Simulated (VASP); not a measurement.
Input of a VASP 6.6.1 run:

Contents of INCAR:

```
SYSTEM = AlN
PREC = Accurate
ENCUT = 520
EDIFF = 1E-7
ISMEAR = 0
SIGMA = 0.02
LREAL = .False.
LASPH = .True.
NELM = 60
ALGO = Normal
ISIF = 3
LWAVE = .False.
LCHARG = .False.
GGA = PE
IBRION = 2
NSW = 80
EDIFFG = -0.002
KPAR = 4
```

KPOINTS

```
Automatic mesh
0
Gamma
  12 12 6
  0 0 0
```

The input POSCAR:

```
AlN
1.0
    3.1130000000      0.0000000000      0.0000000000
   -1.5565000000      2.6959370800      0.0000000000
    0.0000000000      0.0000000000      4.9810000000
Al N
2 2
Direct
    0.3333333300      0.6666666700      0.0000000000
    0.6666666700      0.3333333300      0.5000000000
    0.3333333300      0.6666666700      0.3800000000
    0.6666666700      0.3333333300      0.8800000000
```

Potentials or basis: VASP PAW PBE potentials, release 64 (Al, N).

The run is started by

```bash
$ cat potpaw_PBE.64/Al/POTCAR potpaw_PBE.64/N/POTCAR > POTCAR
$ mpirun -np 4 vasp_std > vasp.out
```

(1) Predict the relaxed volume.

(2) Estimate the relaxed cell.

## Answers

(1) 10.63 Å³/atom.

(2) a = 3.129 Å, b = 3.129 Å, c = 5.016 Å, α = 90.00°, β = 90.00°, γ = 120.00°.
